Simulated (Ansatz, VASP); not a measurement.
# Cross-check of WS2 between VASP and Ansatz

One calculation is typed for both programs; each brings its own data sets. How far apart do they land? The structure shown is the end of the Ansatz relaxation below.

Method: plane waves, with VASP 6.6.1 beside it; single point at PBE with D3(BJ), in Ansatz 0.2.0.

**1. The starting structure**

The structure is hexagonal, space group P6_3/mmc (No. 194). The conventional cell has a = 3.159 Å, b = 3.159 Å, c = 11.775 Å, α = 90.00°, β = 90.00°, γ = 120.00°. Nearest to W lie 6 S at 2.40 Å. Nearest to S lie 3 W at 2.40 Å. Farther neighbours and most contacts between anions are not listed.

**2. Ansatz: relaxation, PBE with D3(BJ)**

Ansatz runs on its PAW soft_1 files.

This run makes the geometry at which the two programs are then compared.

File input.yaml:

```yaml
crystal:
  lattice:
    - [3.1778595225, 0.0, 0.0]
    - [-1.5889297612, 2.7521070761, 0.0]
    - [0.0, 0.0, 11.7747233]
  atoms:
    - { symbol: W, position: [0.3333333, 0.6666667, 0.25] }
    - { symbol: W, position: [0.6666667, 0.3333333, 0.75] }
    - { symbol: S, position: [0.3333333, 0.6666667, 0.6202871] }
    - { symbol: S, position: [0.6666667, 0.3333333, 0.1202871] }
    - { symbol: S, position: [0.3333333, 0.6666667, 0.8797129] }
    - { symbol: S, position: [0.6666667, 0.3333333, 0.3797129] }
kpoints:
  mp_grid: { grid: [10, 10, 3] }
scf:
  occupations: { method: fermi_dirac, width: 0.02 }
hamiltonian:
  xc: pbe
  pseudopotentials: { kind: paw, azcp: { folder: soft_1 } }
  dispersion: d3bj
basis:
  ecutwfc: 600
output:
  forces: true
  stress: true
relax:
  f_tol: 0.005
  max_steps: 70
  cell: { stress_tol: 0.02, p_target: 0, fix: [c, alpha, beta, gamma] }
```

Launch:

```console
ansatz run input.yaml --threads 4 --pin off --max-ram 10240MiB --backend cpu --events-out ev --progress --plain --runs-dir out
```

Numbers of over 12 decimals in the logs are rounded to 6 here.

What it wrote:

```text
Warning: crystal.symmetry: narrowed to the stabiliser of the fixed cell quantities (relax.cell.fix) — unitary ops 24 → 8. The narrowing is safe, since a smaller group never makes results wrong: the run goes on under it, on as many k-points as the starting group would need, or more. Excluded: 16 operations that would move a fixed cell quantity at a test strain (relax.cell.fix fixes c, alpha, beta, gamma). The cell can leave their symmetry as it relaxes.
Engine: ansatz 0.2.0, aarch64-unknown-linux-gnu
Pseudopotentials: kind: paw
Pseudopotential: W, paw, valence charge 14, recommended cutoff 420 eV (normal), soft_1/W.paw.azcp
Pseudopotential: S, paw, valence charge 6, recommended cutoff 420 eV (normal), soft_1/S.paw.azcp
Functional definition: PBE
  parameter kappa = 0.804
  parameter beta = 0.066725
  exchange = pbe_x(kappa = kappa, mu = beta*pi^2/3)
  correlation = pbe_c(beta = beta)
Crystal: 6 atoms, lattice volume = 102.979 Å³
Basis set: ecut = 600 eV, 3431 PW (Γ), exchange–correlation on 54×54×192 points (8 copies of the dense FFT grid, shifted against one another)
Bands: 32, of which v1, the nominal top of the filled ones, is band 26 counted from 1 (25 counted from 0)
Symmetry: 8 space group operations
k-points: 62 of 300
Non-local potential: W, projectors of the file, l = 0: 3, l = 1: 2, l = 2: 2, l = 3: 1
Non-local potential: S, projectors of the file, l = 0: 2, l = 1: 2, l = 2: 1
PAW form: soft (Blöchl's): semilocal exchange-correlation on the pseudo side does not see the compensation charge
PAW one-centre angular grid: W, 590 points (default); XC on 64 Gauss nodes
PAW one-centre angular grid: S, 110 points (default); XC on 64 Gauss nodes
Initial density: superposition of atomic densities (chi_scale 0.1, normalization cell, long waves kept (reshape's long-wave potential 0.02 eV rms))
Initial wavefunctions: pseudopotential atomic-orbital guess
Functional: x = pbe(κ = 0.804, μ = 0.219515), c = pbe(β = 0.066725)
SCF iter   1: F=—  HF=-24388.219038 eV  |F-HF|=—  |Δ(HF+E_count)|=         —  Δρ=4.28e-2  dr2=2.68e0  ethr=3.10e-3  ⟨swp⟩=8.3  Hψ=10864  notcnv=0
preconditioner: auto → Resta (q_TF=auto, 2.435 Å⁻¹)  ε∞=7.4  [insulator: Δε(μ)=0.636 eV  Ē_g=8.691 eV  σ=0.020 eV  W_gap=1.00  n_scr=26 (ndim 8)  ℏωp=22.0 eV  f_vac=0.000  D(μ)=0.00/eV (n_scr^D=0)  ε∞_Penn≈7.4]
SCF iter   2: F=—  HF=-24387.659232 eV  |F-HF|=—  |Δ(HF+E_count)|=   5.60e-1  Δρ=2.40e-2  dr2=9.12e-1  ethr=3.10e-3  ⟨swp⟩=2.6  Hψ=3291  notcnv=0  defer=80
SCF iter   3: F=—  HF=-24387.439678 eV  |F-HF|=—  |Δ(HF+E_count)|=   2.20e-1  Δρ=5.13e-3  dr2=3.73e-2  ethr=1.75e-3  ⟨swp⟩=2.9  Hψ=3454  notcnv=0  defer=80
SCF iter   4: F=—  HF=-24387.439301 eV  |F-HF|=—  |Δ(HF+E_count)|=   3.77e-4  Δρ=2.21e-3  dr2=1.46e-2  ethr=7.17e-5  ⟨swp⟩=3.2  Hψ=3798  notcnv=0  defer=80
SCF iter   5: F=—  HF=-24387.439779 eV  |F-HF|=—  |Δ(HF+E_count)|=   4.78e-4  Δρ=6.77e-4  dr2=1.06e-3  ethr=2.80e-5  ⟨swp⟩=2.2  Hψ=3140  notcnv=0  defer=80
SCF iter   6: F=—  HF=-24387.440050 eV  |F-HF|=—  |Δ(HF+E_count)|=   2.71e-4  Δρ=2.99e-4  dr2=1.31e-4  ethr=2.05e-6  ⟨swp⟩=2.5  Hψ=3489  notcnv=0  defer=80
SCF iter   7: F=—  HF=-24387.440071 eV  |F-HF|=—  |Δ(HF+E_count)|=   2.10e-5  Δρ=6.32e-5  dr2=5.70e-6  ethr=2.52e-7  ⟨swp⟩=2.0  Hψ=2874  notcnv=0  defer=80
SCF iter   8: F=—  HF=-24387.440082 eV  |F-HF|=—  |Δ(HF+E_count)|=   1.08e-5  Δρ=9.34e-6  dr2=7.28e-8  ethr=1.92e-10  ⟨swp⟩=4.8  Hψ=10514  notcnv=0
SCF iter   9: F=-24387.440082 eV  HF=-24387.440082 eV  |F-HF|=4.29e-10  |Δ(HF+E_count)|=   1.73e-7  Δρ=1.09e-6  dr2=1.68e-9  ethr=1.40e-10  ⟨swp⟩=3.0  Hψ=7758  notcnv=0
SCF 1 converged in 9 iterations: F = -24387.440082 eV  dr2 = 1.68e-9
  greatest PAW one-centre occupation: 0.999 electrons in one spin orbital (limit 2), on the W atom at site 1 (counted from 0), in its partial waves of l = 0
relax step   1: F+E_penalty+E_count = -24387.44008243 eV  Δ(F+E_penalty+E_count) = +0.000e0 eV  max|allowed force component| = 7.474e-1 eV/Å  Δτ_max = 0.0000 Å  P = +3.222 GPa  Ω = 102.979 Å³  fix = [c, alpha, beta, gamma]  reactions: c +8.464 GPa; gamma -0.000 GPa/rad  (9 SCF iters, dr2 threshold 1.00e-7 eV, accepted)
[...]
relax step   3: F+E_penalty+E_count = -24387.49552613 eV  Δ(F+E_penalty+E_count) = -5.544e-2 eV  max|allowed force component| = 9.042e-2 eV/Å  Δτ_max = 0.0421 Å  P = -0.065 GPa  Ω = 102.154 Å³  energy of the carried Pulay correction = +2.308e-5 eV  fix = [c, alpha, beta, gamma]  reactions: c +1.706 GPa; gamma -0.000 GPa/rad  (10 SCF iters, accepted)
[...]
relax step   4: F+E_penalty+E_count = -24387.49716112 eV  Δ(F+E_penalty+E_count) = -1.635e-3 eV  max|allowed force component| = 1.736e-3 eV/Å  Δτ_max = 0.0017 Å  P = +0.887 GPa  Ω = 101.688 Å³  energy of the carried Pulay correction = +3.616e-5 eV  fix = [c, alpha, beta, gamma]  reactions: c +2.543 GPa; gamma -0.000 GPa/rad  (5 SCF iters, dr2 threshold 6.00e-7 eV, accepted)
[...]
relax step   5: F+E_penalty+E_count = -24387.49716871 eV  Δ(F+E_penalty+E_count) = -7.584e-6 eV  max|allowed force component| = 2.351e-5 eV/Å  Δτ_max = 0.0003 Å  P = +0.849 GPa  Ω = 101.730 Å³  energy of the carried Pulay correction = +3.498e-5 eV  fix = [c, alpha, beta, gamma]  reactions: c +2.549 GPa; gamma +0.000 GPa/rad  (4 SCF iters, dr2 threshold 8.73e-9 eV, accepted)
[...]
relax step   6: F+E_penalty+E_count = -24387.49713553 eV  Δ(F+E_penalty+E_count) = +3.318e-5 eV  max|allowed force component| = 1.301e-5 eV/Å  Δτ_max = 0.0000 Å  P = +0.849 GPa  Ω = 101.730 Å³  fix = [c, alpha, beta, gamma]  reactions: c +2.549 GPa; gamma +0.000 GPa/rad  stress off target by 4.80e-4 GPa on what of the cell is left free  SCF on the basis re-selected at this cell (its energy is not comparable with the rows above)  (8 SCF iters)
basis re-selected at this cell: Δ(F+E_penalty+E_count) = +3.318e-5 eV, ΔP = -0.000 GPa vs the last step (what re-selecting the basis moved, of the pressure what is left beyond the Pulay correction that the steps carried, after the strain that the cell walked since its last selection, with what the two solves' SCF thresholds leave and, on support functions, any second-order correction that the steps lacked; it is no m [...]
SCF converged after 8 iterations
Free energy (F): -24387.497136 eV
Harris-Foulkes:  -24387.497136 eV  (|F-HF|=1.46e-11)
Internal energy: -24387.497136 eV  (E = F + TS)
E sigma→0 (E₀):  -24387.497136 eV
Fermi energy:    13.031292 eV
--- Per-component energies (eV) ---
  E_band       = -335.679872
  E_kinetic    = 1271.554466
  E_local      = -3046.340877  (includes V_loc(G=0)·N_el)
  E_nonlocal   = 87.900095
  E_hartree    = 1255.301729
  E_xc         = -893.213803
  E_vxc        = -796.720603  (∫ρ·V_xc dr)
  E_paw        = -19589.528289  (= ΣΔE_a)
  E_vpaw       = -362.676488  (= ΣTr[D̂ρ^β])
  E_aug_tail   = 0.000063  (compensation charges beyond the density's cutoff)
  E_ewald      = -3470.477699
  E_disp       = -2.692822  (pairwise vdW)
  E_smearing   = -0.000000  (= −TS)
  E_closure    = 0.000000  (closes the sum)
  Σ components = -24387.497136   (vs F -24387.497136, Δ=0.00e0)
--- Forces (eV/Å), atoms counted from 1 ---
  atom   1  W      0.00000008    -0.00000004     0.00000000
  atom   2  W     -0.00000008     0.00000004    -0.00000000
  atom   3  S     -0.00000008     0.00000004     0.00001301
  atom   4  S      0.00000008    -0.00000004     0.00001301
  atom   5  S     -0.00000008     0.00000004    -0.00001301
  atom   6  S      0.00000008    -0.00000004    -0.00001301
  max |Σ_I F_I| component: 1.52e-18 eV/Å
--- Stress (GPa, compression-positive) ---
       -0.000480      -0.000000       0.000000
       -0.000000      -0.000480      -0.000000
        0.000000      -0.000000       2.549063
  P = ⅓ Tr σ = 0.8494 GPa (8.494 kbar)
--- Relaxed structure (5 steps of the walk, 4 accepted, 1 SCFs on fresh bases) ---
  F+E_penalty+E_count = -24387.49713553 eV   max|allowed force component| = 1.301e-5 eV/Å   (the final SCF, on the basis selected at the relaxed cell)
  cell:  # Å, volume = 101.7300 Å³
    - [3.158522, -2.8691917663633788e-11, 0.0]
    - [-1.579261, 2.735360, 0.0]
    - [0.0, 0.0, 11.7747233]
  atoms:
    - { symbol: W, position: [0.333333, 0.666667, 0.25] }
    - { symbol: W, position: [0.666667, 0.333333, 0.75] }
    - { symbol: S, position: [0.333333, 0.666667, 0.616886] }
    - { symbol: S, position: [0.666667, 0.333333, 0.116886] }
    - { symbol: S, position: [0.333333, 0.666667, 0.883114] }
    - { symbol: S, position: [0.666667, 0.333333, 0.383114] }
```

Reading the cycles: dr2 is the Hartree energy of the density residual (eV), the measure of convergence; HF is the Harris–Foulkes estimate of the energy, which meets the free energy F at convergence.

**3. VASP: single point, PBE with D3(BJ), pair 1**

The same cell, functional, mesh and smearing now go to VASP, with its own data sets.

Lines of VASP's logs that name or quote its potential files are left out, and so is its time.

File INCAR:

```
SYSTEM = WS2
PREC = Accurate
ENCUT = 600
EDIFF = 1E-06
NELM = 120
ISMEAR = -1
SIGMA = 0.02
LREAL = .FALSE.
ALGO = Normal
GGA = PE
IVDW = 12
NBANDS = 24
LASPH = .TRUE.
LORBIT = 11
LWAVE = .FALSE.
LCHARG = .FALSE.
ISIF = 2
GGA_COMPAT = .FALSE.
EFERMI = MIDGAP
KPAR = 2
```

File POSCAR:

```
WS2
1.0
    3.1585217711      0.0000000000      0.0000000000
   -1.5792608855      2.7353600922      0.0000000000
    0.0000000000      0.0000000000     11.7747233000
W S
2 4
Direct
    0.3333332919      0.6666667081      0.2500000000
    0.6666667081      0.3333332919      0.7500000000
    0.3333333750      0.6666666250      0.6168856506
    0.6666666250      0.3333333750      0.1168856506
    0.3333333750      0.6666666250      0.8831143494
    0.6666666250      0.3333333750      0.3831143494
```

File KPOINTS:

```
Automatic mesh
0
Gamma
10 10 3
0 0 0
```

Potentials, in the order of the species: W and S (PBE family, release 64).

Launch:

```console
mpirun -np 2 vasp_std
```

What it wrote:

```text
[banner, memory and clock lines left out]
running    2 mpi-ranks, on    1 nodes
 distrk:  each k-point on    1 cores,    2 groups
 distr:  one band on    1 cores,    1 groups

 POSCAR found type information on POSCAR W S
 POSCAR found :  2 types and       6 ions
 LDA part: xc-table for (Slater+PW92), standard interpolation
 POSCAR, INCAR and KPOINTS ok, starting setup
 FFT: planning ... GRIDC
 FFT: planning ... GRID_SOFT
 FFT: planning ... GRID
 WAVECAR not read
 entering main loop
       N       E                     dE             d eps       ncg     rms          rms(c)
DAV:   1     0.204920265313E+03    0.20492E+03   -0.17808E+04  1344   0.150E+03
DAV:   2    -0.322078751344E+02   -0.23713E+03   -0.22669E+03  1776   0.308E+02
DAV:   3    -0.495832229992E+02   -0.17375E+02   -0.17238E+02  1832   0.777E+01
DAV:   4    -0.499883894836E+02   -0.40517E+00   -0.40431E+00  1808   0.131E+01
DAV:   5    -0.499984565789E+02   -0.10067E-01   -0.10062E-01  1824   0.193E+00    0.399E+01
DAV:   6    -0.476088789880E+02    0.23896E+01   -0.11029E+01  1984   0.167E+01    0.183E+01
DAV:   7    -0.473285606048E+02    0.28032E+00   -0.34853E+00  1816   0.108E+01    0.905E+00
DAV:   8    -0.471997226794E+02    0.12884E+00   -0.46472E-01  1880   0.442E+00    0.137E+00
DAV:   9    -0.471952458095E+02    0.44769E-02   -0.66786E-02  1816   0.144E+00    0.578E-01
DAV:  10    -0.471935364125E+02    0.17094E-02   -0.15670E-02  1912   0.721E-01    0.332E-01
DAV:  11    -0.471934979254E+02    0.38487E-04   -0.15891E-03  1888   0.245E-01    0.108E-01
DAV:  12    -0.471935156773E+02   -0.17752E-04   -0.36569E-04  1848   0.121E-01    0.524E-02
DAV:  13    -0.471935217430E+02   -0.60658E-05   -0.19507E-05  1848   0.277E-02    0.138E-02
DAV:  14    -0.471935213754E+02    0.36761E-06   -0.26842E-06  1544   0.907E-03
   1 F= -.49885670E+02 E0= -.49885670E+02  d E =-.281477E-10
```

OUTCAR, selected parts (step 3):

```text
ion  position               nearest neighbor table
   1  0.333  0.667  0.250-   4 2.40   6 2.40   4 2.40   6 2.40   4 2.40   6 2.40
   2  0.667  0.333  0.750-   3 2.40   5 2.40   3 2.40   5 2.40   3 2.40   5 2.40
   3  0.333  0.667  0.617-   2 2.40   2 2.40   2 2.40
   4  0.667  0.333  0.117-   1 2.40   1 2.40   1 2.40
   5  0.333  0.667  0.883-   2 2.40   2 2.40   2 2.40
   6  0.667  0.333  0.383-   1 2.40   1 2.40   1 2.40

  LATTYP: Found a hexagonal cell.
 ALAT       =     3.1585217711
 C/A-ratio  =     3.7279221589

 Subroutine GETGRP returns: Found 24 space group operations
 (whereof 12 operations were pure point group operations)

The static configuration has the point symmetry D_3d.
 The point group associated with its full space group is D_6h.

 Found     28 irreducible k-points:

   k-points           NKPTS =     28   k-points in BZ     NKDIM =     28   number of bands    NBANDS=     24

   dimension x,y,z NGX =    28 NGY =   28 NGZ =   96
   dimension x,y,z NGXF=    56 NGYF=   56 NGZF=  192

   ENCUT  =  600.0 eV  44.10 Ry    6.64 a.u.   6.31  6.31 23.52*2*pi/ulx,y,z

   NELECT =      36.0000    total number of electrons

 k-points in reciprocal lattice and weights: Automatic mesh
   0.00000000  0.00000000  0.00000000       0.003
   0.10000000 -0.00000000  0.00000000       0.020
   0.20000000 -0.00000000  0.00000000       0.020
   0.30000000  0.00000000  0.00000000       0.020
   0.40000000 -0.00000000  0.00000000       0.020
   0.50000000  0.00000000  0.00000000       0.010
   0.10000000  0.10000000  0.00000000       0.020
   0.20000000  0.10000000  0.00000000       0.040
   0.30000000  0.10000000  0.00000000       0.040
[...]
0.40000000  0.20000000  0.33333333       0.040
   0.30000000  0.30000000  0.33333333       0.040

 average (electrostatic) potential at core
       1 -39.3817       2 -39.3817       3 -85.2075       4 -85.2075       5 -85.2075
       6 -85.2075

 E-fermi :   7.4984

 k-point     1 :       0.0000    0.0000    0.0000
  band No.  band energies     occupation
    ...
     14       4.7287      2.00000
     15       4.7287      2.00000
     16       5.6993      2.00000
     17       5.8875      2.00000
     18       7.0900      2.00000
     19       9.1779      0.00000
     20       9.1779      0.00000
     21       9.1960      0.00000
     22       9.1962      0.00000
     23       9.2148      0.00000
    ...

 k-point     2 :       0.1000   -0.0000    0.0000
  band No.  band energies     occupation
    ...
     14       4.4751      2.00000
     15       4.7246      2.00000
     16       5.7196      2.00000
     17       5.8974      2.00000
     18       6.6613      2.00000
     19       9.0097      0.00000
     20       9.0260      0.00000
     21       9.0818      0.00000
     22       9.2094      0.00000
     23       9.2327      0.00000
    ...

 k-point     3 :       0.2000   -0.0000    0.0000
  band No.  band energies     occupation
    ...
     14       4.0631      2.00000
     15       4.4890      2.00000
     16       5.4710      2.00000
     17       5.5880      2.00000
     18       5.7390      2.00000
     19       8.3780      0.00000
     20       8.7284      0.00000
     21       9.1329      0.00000
     22       9.1344      0.00000
     23       9.3061      0.00000
    ...

 Edisp (eV)   -2.69215

  Total      -0.44123    -0.44123     1.25484    -0.00000     0.00000     0.00000
  in kB      -6.94913    -6.94913    19.76294    -0.00000     0.00000     0.00000
  external pressure =        1.95 kB  Pullay stress =        0.00 kB

  energy-cutoff  :      600.00
  volume of cell :      101.73
      direct lattice vectors                 reciprocal lattice vectors
     3.158521771  0.000000000  0.000000000     0.316603802  0.182791290  0.000000000
    -1.579260886  2.735360092  0.000000000     0.000000000  0.365582580  0.000000000
     0.000000000  0.000000000 11.774723300     0.000000000  0.000000000  0.084927686

 POSITION                                       TOTAL-FORCE (eV/Angst)
 -----------------------------------------------------------------------------------
     -0.00000      1.82357      2.94368         0.000000     -0.000000     -0.000000
      1.57926      0.91179      8.83104        -0.000000     -0.000000     -0.000000
      0.00000      1.82357      7.26366        -0.000000      0.000000      0.054178
      1.57926      0.91179      1.37630         0.000000     -0.000000      0.054178
      0.00000      1.82357     10.39843        -0.000000      0.000000     -0.054178
      1.57926      0.91179      4.51107         0.000000     -0.000000     -0.054178
 -----------------------------------------------------------------------------------
    total drift:                               -0.000169      0.000098     -0.000048

  FREE ENERGIE OF THE ION-ELECTRON SYSTEM (eV)
  ---------------------------------------------------
  free  energy   TOTEN  =       -49.8856702180 eV

  energy  without entropy=      -49.8856702179  energy(sigma->0) =      -49.88567022

 total charge
# of ion       s       p       d       tot
------------------------------------------
    1        0.570   0.719   4.263   5.552
    2        0.570   0.719   4.263   5.552
    3        1.362   2.364   0.000   3.726
    4        1.362   2.364   0.000   3.726
    5        1.362   2.364   0.000   3.726
    6        1.362   2.364   0.000   3.726
--------------------------------------------------
tot          6.587  10.894   8.527  26.007

[... 3 further parts left out ...]
```

The run ends at a pressure of 0.20 GPa, with forces up to 0.054 eV/Å.

**4. Side by side**

Known differences besides the potentials themselves: the data sets hold 52 valence electrons in Ansatz (on its PAW soft_1 files) and 36 in VASP; Ansatz's pressure holds a Pulay correction, VASP's none. Total energies have different zeros and are not compared.

Compared:

```csv
quantity,Ansatz,VASP,difference
pressure (GPa),0.85,0.20,+0.65
gap on the k mesh (eV),0.791,0.817,-0.026
```

Forces (eV/Å; atoms numbered as in POSCAR):

```csv
atom,"Ansatz x, y, z","VASP x, y, z"
W1,"0.000, 0.000, 0.000","0.000, 0.000, 0.000"
W2,"0.000, 0.000, 0.000","0.000, 0.000, 0.000"
S3,"0.000, 0.000, 0.000","0.000, 0.000, 0.054"
S4,"0.000, 0.000, 0.000","0.000, 0.000, 0.054"
S5,"0.000, 0.000, 0.000","0.000, 0.000, -0.054"
S6,"0.000, 0.000, 0.000","0.000, 0.000, -0.054"
```

The forces differ by 26 meV/Å r.m.s., where the r.m.s. force is 0.000 eV/Å in Ansatz and 0.026 eV/Å in VASP: the atoms lie near their places of rest in Ansatz, so a percentage would say little (all taken over all components). A gap on the mesh is an upper bound, since the band edges may lie between its points; neither run holds spin-orbit coupling, which can move the band edges of a compound of W.

**5. Ansatz: relaxation, PBE with D3(BJ)**

This run makes the geometry at which the two programs are then compared. The cell compared in this pair holds 102.67 Å³, against 101.73 Å³ for the pair before.

The structure compared here is the end of the Ansatz relaxation.

input.yaml: that of step 2 with these lines changed.

```diff
@@ -2,5 +2,5 @@
   lattice:
-    - [3.1778595225, 0.0, 0.0]
-    - [-1.5889297612, 2.7521070761, 0.0]
-    - [0.0, 0.0, 11.7747233]
+    - [3.169974015, 0.0, 0.0]
+    - [-1.5849870075, 2.7452780263, 0.0]
+    - [0.0, 0.0, 11.8961122]
   atoms:
@@ -25,2 +25,6 @@
   stress: true
+  write_density: true
+  write_potential: true
+  elf: true
+  volumetric_format: npy
 relax:
```

Launch:

```console
ansatz run input.yaml --threads 4 --pin off --max-ram 10240MiB --backend cpu --events-out ev --progress --plain --runs-dir out
```

What it wrote:

```text
[...]
Crystal: 6 atoms, lattice volume = 103.525 Å³
Basis set: ecut = 600 eV, 3467 PW (Γ), exchange–correlation on 54×54×192 points (8 copies of the dense FFT grid, shifted against one another)
Bands: 32, of which v1, the nominal top of the filled ones, is band 26 counted from 1 (25 counted from 0)
Symmetry: 8 space group operations
k-points: 62 of 300
[...]
- [3.156815, -1.3916463937964051e-18, 0.0]
    - [-1.578407, 2.733882, 0.0]
    - [0.0, 0.0, 11.8961122]
  atoms:
    - { symbol: W, position: [0.333333, 0.666667, 0.250000] }
    - { symbol: W, position: [0.666667, 0.333333, 0.750000] }
    - { symbol: S, position: [0.333333, 0.666667, 0.618009] }
    - { symbol: S, position: [0.666667, 0.333333, 0.118009] }
    - { symbol: S, position: [0.333333, 0.666667, 0.881991] }
    - { symbol: S, position: [0.666667, 0.333333, 0.381991] }
[key lines of the parts left out:]
SCF converged after 8 iterations
Free energy (F): -24387.510475 eV
Fermi energy:    12.845209 eV
P = ⅓ Tr σ = 0.5183 GPa (5.183 kbar)
```

(Continued in part 2 of 2.)

[Lines on the potential files, build, host, timing and source positions are cut from VASP's logs without a mark.]

[Logs are printed without paths, hosts, clocks, repeated set-up lines and the standing remarks that a program may print on its own settings, such as how far it seeks lower states.]

[Hosts, paths, dates, database ids (printed as entryN), source tags and the programs' standing remarks are cut or masked in the printed files.]
